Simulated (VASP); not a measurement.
VASP ran on this input.

File POSCAR:
```
Rb
1.0
 -2.8250000000   2.8250000000   2.8250000000
  2.8250000000  -2.8250000000   2.8250000000
  2.8250000000   2.8250000000  -2.8250000000
Rb
1
Cart
  0.0000000000   0.0000000000   0.0000000000
```

**INCAR**
```
SYSTEM = Rb
PREC = Accurate; ENCUT = 520; LREAL = .FALSE.
LASPH = .TRUE.
EDIFF = 1E-6; NELM = 100; ALGO = Normal
LMAXMIX = 4
ISMEAR = 1; SIGMA = 0.1
GGA = RP
IBRION = 2; NSW = 60; ISIF = 3
EDIFFG = -0.01
LWAVE = .FALSE.; LCHARG = .FALSE.
```

**KPOINTS**
```
Automatic mesh
0
Gamma
  8 8 8
0 0 0
```

POTCAR, in this order: Rb_sv (PBE.64 set). Program: vasp_std.

Question: Write an equivalent input for Quantum ESPRESSO's pw.x.

Answer: One equivalent input (not run):
```
&CONTROL
  calculation = 'vc-relax'
  pseudo_dir = './pseudo'
  outdir = './out'
  tprnfor = .true.
  tstress = .true.
  nstep = 60
  forc_conv_thr = 0.00039
/
&SYSTEM
  ibrav = 0
  nat = 1
  ntyp = 1
  ecutwfc = 46.3
  occupations = 'smearing'
  smearing = 'methfessel-paxton'
  degauss = 0.00735
  input_dft = 'rpbe'
/
&ELECTRONS
  conv_thr = 7.3e-08
  electron_maxstep = 100
/
&IONS
/
&CELL
/
ATOMIC_SPECIES
  Rb 85.468 Rb.upf
CELL_PARAMETERS angstrom
    -2.8250000    2.8250000    2.8250000
     2.8250000   -2.8250000    2.8250000
     2.8250000    2.8250000   -2.8250000
ATOMIC_POSITIONS crystal
  Rb   0.0000000  0.0000000  0.0000000
K_POINTS automatic
  8 8 8 0 0 0
```
The two are equivalent in intent, not identical: the potentials are each code's own (VASP's PAW set, PseudoDojo norm-conserving files in pw.x), so ENCUT and ecutwfc are chosen apart and not converted; conv_thr bounds pw.x's estimated SCF error, while EDIFF bounds the energy change between steps; forc_conv_thr acts on force components and is met together with etot_conv_thr.

The compound is Rb in the bcc structure. This run relaxes it. Symmetry was kept, so distortions that lower it aren't found.
